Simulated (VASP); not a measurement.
Here is the system:

```
CELL_PARAMETERS angstrom
     -1.46344     1.46344     1.46344
      1.46344    -1.46344     1.46344
      1.46344     1.46344    -1.46344
ATOMIC_POSITIONS crystal
  V  0.00000 0.00000 0.00000
```

These are LDA (Ceperley-Alder, Perdew-Zunger), VASP's LDA PAW potentials (set 64) (plane waves; VASP 6.6.1) values and carry that method's errors. Run with 520 eV cut-off, 19×19×19 Γ-centred mesh, tetrahedra with Blöchl corrections, potentials V_sv.

Q: The job: V (bcc), 1 atom, LDA, static run, 520 eV, 19×19×19 Γ-centred mesh. Roughly how much core time does it take on a busy server core?

A: About 10 core-seconds (one run on a shared machine, a rough figure). It had 220 irreducible k-points, 10 bands, up to 370 plane waves and 12 electronic steps.

The compound is V in the bcc structure. It was relaxed first, which changed the volume by -10 %. The run is not spin-polarised, so no magnetic state was tried.
